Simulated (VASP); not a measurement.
All values below come from revPBE GGA, VASP's PBE PAW potentials (set 64) (plane waves; VASP).

The input files of a VASP run:

File KPOINTS:
```
Automatic mesh
0
Gamma
12 12 7
0 0 0
```

INCAR:
```
! general
SYSTEM   =  Tl
PREC     =  Accurate
ENCUT    =  520
LREAL    =  .FALSE.   ! projection in real space or not
LASPH    =  .TRUE.

! electronic loop
EDIFF    =  1E-7   ! SCF stop (eV)
NELM     =  100   ! most electronic steps
ALGO     =  Normal
LMAXMIX  =  4

! smearing
ISMEAR   =  1
SIGMA    =  0.1   ! width (eV)

! functional
GGA      =  RE   ! revPBE

! ions
IBRION   =  2   ! conjugate gradients
NSW      =  30
ISIF     =  4   ! ions and shape, fixed volume
EDIFFG   =  -0.01

! output
LWAVE    =  .FALSE.
LCHARG   =  .FALSE.
```

**POSCAR**
```
Tl
1
    1.8319314877    -3.1729985318     0.0000000000
    1.8319314877     3.1729985318     0.0000000000
    0.0000000000     0.0000000000     5.8262381462
Tl
2
Direct
  0.3333330000   0.6666670000   0.2500000000
  0.6666670000   0.3333330000   0.7500000000
```

POTCAR, in this order: Tl_d (PBE.64 set). Program: vasp_std.

Unless said otherwise, spin-orbit coupling is left out, though it shifts the bands of the heavy elements here.

**Question.** What does the run give for the energy per atom (σ→0), band gap (on the k-mesh)?

**Answer.** 
```json
{
 "energy per atom (σ→0)": "-1.904 eV/atom",
 "band gap (on the k-mesh)": "none (metal, semimetal or under 0.01 eV)"
}
```

File OSZICAR:
```
...
DAV:   1    -0.400194005661E+01   -0.20012E+00   -0.91325E+00  2631   0.235E+01    0.197E+00
DAV:   2    -0.387673780167E+01    0.12520E+00   -0.75508E-02  2636   0.268E+00    0.121E+00
DAV:   3    -0.380784466167E+01    0.68893E-01   -0.12401E-01  2652   0.331E+00    0.144E-01
DAV:   4    -0.380797950333E+01   -0.13484E-03   -0.59539E-03  2638   0.712E-01    0.769E-02
DAV:   5    -0.380801183056E+01   -0.32327E-04   -0.64973E-05  2966   0.733E-02    0.288E-02
DAV:   6    -0.380800530564E+01    0.65249E-05   -0.21458E-05  2687   0.481E-02    0.305E-03
DAV:   7    -0.380800539828E+01   -0.92639E-07   -0.86392E-07  2632   0.897E-03
   3 F= -.38080054E+01 E0= -.38081542E+01  d E =-.110362E-01
```

The compound is Tl in the hcp structure. This cell is one point of a volume scan, at 1.03 of the reference volume. Symmetry was kept, so distortions that lower it aren't found.
